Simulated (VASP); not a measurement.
OSZICAR of a VASP run on Tm (relaxed from the simple-cubic structure, space group Pm-3m):

**OSZICAR**
```
       N       E                     dE             d eps       ncg     rms          rms(c)
DAV:   1     0.454073890142E+01    0.45407E+01   -0.42546E+03  1376   0.805E+02
DAV:   2    -0.380293138259E+01   -0.83437E+01   -0.81316E+01  1808   0.939E+01
DAV:   3    -0.404583512708E+01   -0.24290E+00   -0.22410E+00  1680   0.106E+01
DAV:   4    -0.405083279958E+01   -0.49977E-02   -0.49474E-02  2176   0.141E+00
DAV:   5    -0.405084684771E+01   -0.14048E-04   -0.13961E-04  1784   0.586E-02    0.140E+01
DAV:   6    -0.404600736403E+01    0.48395E-02   -0.25420E-02  2024   0.159E+00    0.821E+00
DAV:   7    -0.405383798289E+01   -0.78306E-02   -0.34443E-02  2056   0.183E+00    0.192E-01
DAV:   8    -0.405331617584E+01    0.52181E-03   -0.25591E-03  2144   0.461E-01    0.548E-02
DAV:   9    -0.405331873092E+01   -0.25551E-05   -0.24010E-05  1896   0.535E-02    0.104E-02
DAV:  10    -0.405331790002E+01    0.83090E-06   -0.39486E-06  2184   0.195E-02    0.494E-03
DAV:  11    -0.405331717661E+01    0.72341E-06   -0.15923E-07  1360   0.415E-03    0.665E-04
DAV:  12    -0.405331705560E+01    0.12101E-06   -0.31472E-08  1136   0.221E-03    0.522E-04
DAV:  13    -0.405331713098E+01   -0.75382E-07   -0.41865E-09   856   0.964E-04
   1 F= -.40533171E+01 E0= -.40533171E+01  d E =0.000000E+00
```

Question: Which electronic solver shows in the log?

Answer: It is blocked Davidson (ALGO = Normal, or the opening steps of other solvers). The INCAR had ALGO = Normal.

Question: Can the final energy be trusted as converged?

Answer: The run converged. It stopped with EDIFF = 1E-7, NELM = 100 (PBEsol GGA, plane waves, VASP's PBE PAW potentials (set 64)). The 4f electrons are frozen in the core of the lanthanide potential, so 4f levels, which can set the real gap, and their magnetism are missing.

The structure was generated: Tm was put into the simple-cubic type (Pm-3m), which need not be its known phase. It was relaxed first, which changed the volume by -8 %.
